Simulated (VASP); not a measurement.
Crystal: ZnCu2SnS4.

```xyz
8
Lattice="-2.7171 2.7171 5.4248 2.7171 -2.7171 5.4248 2.7171 2.7171 -5.4248" Properties=species:S:1:pos:R:3 pbc="T T T"
Zn    2.7171    0.0000    2.7124
Cu    0.0000    0.0000    0.0000
Cu    0.0000    2.7171    2.7124
Sn    0.0000    0.0000    5.4248
S     4.1093    1.3227    1.3910
S     1.3227    1.3249   -1.3910
S    -1.3922    1.3944    6.8158
S     1.3944    1.3922    4.0338
```

| Property | Result |
| --- | --- |
| Program | VASP 6.6.1 |
| Task | relaxation of cell and atoms |
| Functional | PBEsol |
| Potentials or basis | VASP PAW PBE potentials, release 64 (Zn, Cu, Sn_d, S) |
| Cutoff | 600 eV |
| k mesh | 10 × 10 × 10 |
| Occupations | gaussian, width 0.03 eV |
| Spin | no spin polarisation |

At the start: pressure -1.5 GPa; volume 20.02 Å³/atom.

Question: How do energy, volume and symmetry change on relaxing?

Answer: Over 11 steps the energy falls by 13.5 meV/atom and the volume is 19.45 Å³/atom (-2.8 %); space group I-4 (No. 82, to 0.05 Å).

Step by step:
| step | energy change (eV) | largest force (eV/Å) | pressure (GPa) | volume (Å³) |
| --- | --- | --- | --- | --- |
| 1 | 0.0000 | 0.6231 | -1.48 | 160.20 |
| 2 | -0.0795 | 0.3880 | 0.15 | 155.95 |
| 3 | -0.0905 | 0.2491 | 1.19 | 153.71 |
| 4 | -0.1075 | 0.0552 | -0.10 | 155.79 |
| 5 | -0.1078 | 0.0430 | 0.02 | 155.58 |
| 6 | -0.1078 | 0.0424 | 0.06 | 155.54 |
| 7 | -0.1081 | 0.0194 | -0.01 | 155.67 |
| 8 | -0.1081 | 0.0130 | -0.06 | 155.79 |
| 9 | -0.1081 | 0.0110 | 0.00 | 155.75 |
| 10 | -0.1081 | 0.0111 | -0.04 | 155.76 |
| 11 | -0.1082 | 0.0088 | 0.01 | 155.64 |

Final structure:
```
Zn Cu Sn S
1.0
    -2.69032    2.69032    5.37580
     2.69032   -2.69032    5.37580
     2.69032    2.69032   -5.37580
Zn Cu Sn S
1 2 1 4
Direct
  0.25000 0.75000 0.50000
  0.00000 0.00000 0.00000
  0.75000 0.25000 0.50000
  0.50000 0.50000 0.00000
  0.37057 0.89761 0.00867
  0.10239 0.11105 0.47296
  0.88895 0.36191 0.99133
  0.63809 0.62943 0.52704
```

Caveat: the PAW data sets were made with another functional, which shifts forces and pressure a little.
